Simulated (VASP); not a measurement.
Output of a VASP run:

**OUTCAR**
```
 ion  position               nearest neighbor table
   1  0.250  0.000  0.500-   4 2.61   4 2.61   8 2.92   8 2.92   7 2.92   7 2.92
   2  0.500  0.250  0.000-   3 2.61   3 2.61   8 2.92   7 2.92   7 2.92   8 2.92
   3  0.500  0.750  0.000-   2 2.61   2 2.61   8 2.92   7 2.92   7 2.92   8 2.92
   4  0.750  0.000  0.500-   1 2.61   1 2.61   8 2.92   8 2.92   7 2.92   7 2.92
   5  0.000  0.500  0.750-   6 2.61   6 2.61   8 2.92   7 2.92   8 2.92   7 2.92
   6  0.000  0.500  0.250-   5 2.61   5 2.61   8 2.92   7 2.92   8 2.92   7 2.92
   7  0.500  0.500  0.500-   1 2.92   2 2.92   3 2.92   4 2.92   5 2.92   6 2.92   2 2.92   3 2.92
                             1 2.92   4 2.92   5 2.92   6 2.92
   8  0.000  0.000  0.000-   1 2.92   2 2.92   3 2.92   4 2.92   5 2.92   6 2.92   1 2.92   4 2.92
                             5 2.92   6 2.92   2 2.92   3 2.92
  LATTYP: Found a simple cubic cell.
 ALAT       =     5.2203980735
 Subroutine PRICEL returns:
 Original cell was already a primitive cell.
 Subroutine GETGRP returns: Found 48 space group operations
The static configuration has the point symmetry T_h .
 The point group associated with its full space group is O_h .
The dynamic configuration has the point symmetry T_h .
 Subroutine INISYM returns: Found 48 space group operations
 Subroutine IBZKPT returns following result:
 Found     20 irreducible k-points:

 Following reciprocal coordinates:
            Coordinates               Weight
  0.000000  0.000000  0.000000      1.000000
  0.166667  0.000000  0.000000      6.000000
  0.333333  0.000000  0.000000      6.000000
  0.500000  0.000000  0.000000      3.000000
  0.166667  0.166667  0.000000     12.000000
  0.333333  0.166667  0.000000     24.000000
  0.500000  0.166667  0.000000     12.000000
  0.333333  0.333333  0.000000     12.000000
  0.500000  0.333333  0.000000     12.000000
  0.500000  0.500000  0.000000      3.000000
  0.166667  0.166667  0.166667      8.000000
  0.333333  0.166667  0.166667     24.000000
  0.500000  0.166667  0.166667     12.000000
  0.333333  0.333333  0.166667     24.000000
  0.500000  0.333333  0.166667     24.000000
  0.500000  0.500000  0.166667      6.000000
  0.333333  0.333333  0.333333      8.000000
  0.500000  0.333333  0.333333     12.000000
  0.500000  0.500000  0.333333      6.000000
  0.500000  0.500000  0.500000      1.000000
   k-points           NKPTS =     20   k-points in BZ     NKDIM =     20   number of bands    NBANDS=     63
   number of dos      NEDOS =    301   number of ions     NIONS =      8
   total plane-waves  NPLWV =  64000
   dimension x,y,z NGX =    40 NGY =   40 NGZ =   40
   dimension x,y,z NGXF=    80 NGYF=   80 NGZF=   80
   ions per type =               6   2
   PREC   = accura    normal or accurate (medium, high low for compatibility)
   ISTART =      0    job   : 0-new  1-cont  2-samecut
   ICHARG =      2    charge: 1-file 2-atom 10-const
   ISPIN  =      1    spin polarized calculation?
   LNONCOLLINEAR =      F non collinear calculations
   LSORBIT =      F    spin-orbit coupling
   INIWAV =      1    electr: 0-lowe 1-rand  2-diag
   ENCUT  =  500.0 eV  36.75 Ry    6.06 a.u.   9.52  9.52  9.52*2*pi/ulx,y,z
   NELM   =    100;   NELMIN=  2; NELMDL= -5     # of ELM steps
   EDIFF  = 0.1E-05   stopping-criterion for ELM
   LREAL  =      F    real-space projection
   NLSPLINE    = F    spline interpolate recip. space projectors
   LMAXMIX     =    4 max onsite mixed and CHGCAR
   VOSKOWN=      0    Vosko Wilk Nusair interpolation
   EDIFFG = -.2E-01   stopping-criterion for IOM
   NSW    =     40    number of steps for IOM
   NBLOCK =      1;   KBLOCK =     40    inner block; outer block
   IBRION =      2    ionic relax: 0-MD 1-quasi-New 2-CG
   NFREE  =      1    steps in history (QN), initial steepest desc. (CG)
   ISIF   =      3    stress and relaxation
   ISYM   =      2    0-nonsym 1-usesym 2-fastsym
   TEIN   =    0.0    initial temperature
   TEBEG  =    0.0;   TEEND  =   0.0 temperature during run
   SMASS  =  -3.00    Nose mass-parameter (am)
   PSTRESS=  100.0 pullay stress
   NELECT =     106.0000    total number of electrons
   EFERMI =   0.00;   METHOD = LEGACY
   ISMEAR =     1;   SIGMA  =   0.10  broadening in eV -4-tet -1-fermi 0-gaus
   IALGO  =     38    algorithm
...
```

OSZICAR:
```
       N       E                     dE             d eps       ncg     rms          rms(c)
DAV:   1     0.178679580165E+04    0.17868E+04   -0.50349E+04  2624   0.221E+03
DAV:   2     0.218607787354E+03   -0.15682E+04   -0.15363E+04  2536   0.818E+02
DAV:   3    -0.387737266832E+02   -0.25738E+03   -0.24733E+03  3303   0.278E+02
DAV:   4    -0.703002434141E+02   -0.31527E+02   -0.30792E+02  3896   0.853E+01
DAV:   5    -0.727715798733E+02   -0.24713E+01   -0.24482E+01  4504   0.215E+01    0.188E+01
DAV:   6    -0.703294927247E+02    0.24421E+01   -0.87322E+00  3737   0.151E+01    0.636E+00
DAV:   7    -0.701141431827E+02    0.21535E+00   -0.18055E+00  3968   0.689E+00    0.269E+00
DAV:   8    -0.701250313474E+02   -0.10888E-01   -0.26273E-01  4114   0.276E+00    0.567E-01
DAV:   9    -0.701258906399E+02   -0.85929E-03   -0.40302E-02  4000   0.112E+00    0.406E-01
DAV:  10    -0.701266552311E+02   -0.76459E-03   -0.64075E-03  4257   0.390E-01    0.618E-02
DAV:  11    -0.701265887976E+02    0.66433E-04   -0.52458E-04  3480   0.121E-01    0.252E-02
DAV:  12    -0.701265729029E+02    0.15895E-04   -0.44684E-05  4057   0.376E-02    0.624E-03
DAV:  13    -0.701265729047E+02   -0.18390E-08   -0.48716E-06  2632   0.123E-02
   1 F= -.61246832E+02 E0= -.61244677E+02  d E =-.612468E+02
```

OUTCAR:
```
------------------------ aborting loop because EDIFF is reached ----------------------------------------
  FORCE on cell =-STRESS in cart. coord.  units (eV):
  Direction    XX          YY          ZZ          XY          YZ          ZX
  --------------------------------------------------------------------------------------
  Total        8.7863917      8.7863917      8.7863917     -0.0000000      0.0000000      0.0000000
  in kB       98.9487426     98.9487426     98.9487426     -0.0000000      0.0000000      0.0000000
  external PRESSURE =      -1.0512574 kB  Pullay stress =     100.0000000 kB
  volume of cell :      142.27
      direct lattice vectors                 reciprocal lattice vectors
     5.220398074  0.000000000  0.000000000     0.191556273  0.000000000  0.000000000
     0.000000000  5.220398074  0.000000000     0.000000000  0.191556273  0.000000000
     0.000000000  0.000000000  5.220398074     0.000000000  0.000000000  0.191556273
 POSITION                                       TOTAL-FORCE (eV/Angst)
 -----------------------------------------------------------------------------------
      1.30510      0.00000      2.61020        -0.000000      0.000000      0.000000
      2.61020      1.30510      0.00000         0.000000      0.000000     -0.000000
      2.61020      3.91530      0.00000         0.000000      0.000000      0.000000
      3.91530      0.00000      2.61020         0.000000      0.000000     -0.000000
      0.00000      2.61020      3.91530         0.000000     -0.000000     -0.000000
      0.00000      2.61020      1.30510        -0.000000     -0.000000     -0.000000
      2.61020      2.61020      2.61020         0.000000      0.000000     -0.000000
      0.00000      0.00000      0.00000         0.000000      0.000000     -0.000000
 -----------------------------------------------------------------------------------
    total drift:                                0.000000     -0.000000      0.000000
  FREE ENERGIE OF THE ION-ELECTRON SYSTEM (eV)
  ---------------------------------------------------
  free  energy   TOTEN  =       -70.1265729047 eV

  energy  without entropy=      -70.1201082249  energy(sigma->0) =      -70.12441801
  enthalpy is  TOTEN    =       -61.2468322907 eV   P V=        8.8797406139

 reached required accuracy - stopping structural energy minimisation
```
(Selected blocks of OUTCAR.)

POSCAR:
```
Nb3Sn
1
    5.2203980735    -0.0000000000    -0.0000000000
    0.0000000000     5.2203980735    -0.0000000000
    0.0000000000    -0.0000000000     5.2203980735
Nb Sn
6 2
Direct
  0.2500000000   0.0000000000   0.5000000000
  0.5000000000   0.2500000000   0.0000000000
  0.5000000000   0.7500000000   0.0000000000
  0.7500000000   0.0000000000   0.5000000000
  0.0000000000   0.5000000000   0.7500000000
  0.0000000000   0.5000000000   0.2500000000
  0.5000000000   0.5000000000   0.5000000000
  0.0000000000   0.0000000000   0.0000000000
```

Q: Write an INCAR and KPOINTS that could have produced this output.

A: Several could match; the one computed here: the input of the run itself, PBE GGA, plane waves, VASP's PBE PAW potentials (set 64).

File KPOINTS:
```
Automatic mesh
0
Gamma
6 6 6
0 0 0
```

INCAR:
```
PSTRESS=100
LCHARG=.FALSE.
IBRION=2   # conjugate gradients
PREC=Accurate
ISIF=3   # ions, shape and volume
LASPH=.TRUE.
ALGO=Normal
ENCUT=500
SIGMA=0.1   # width (eV)
LWAVE=.FALSE.
EDIFF=1E-6   # SCF stop (eV)
NELM=100   # most electronic steps
GGA=PE
LMAXMIX=4   # l cut-off of mixed one-centre charges
EDIFFG=-0.02
NSW=40   # most ionic steps
LREAL=.FALSE.   # projection in real space or not
SYSTEM=Nb3Sn
ISMEAR=1   # Methfessel-Paxton
```

POTCAR, in this order: Nb_sv Sn_d (PBE.64 set). Program: vasp_std.

The compound is Nb3Sn in the A15 structure. It was relaxed first under an external pressure of 10 GPa.
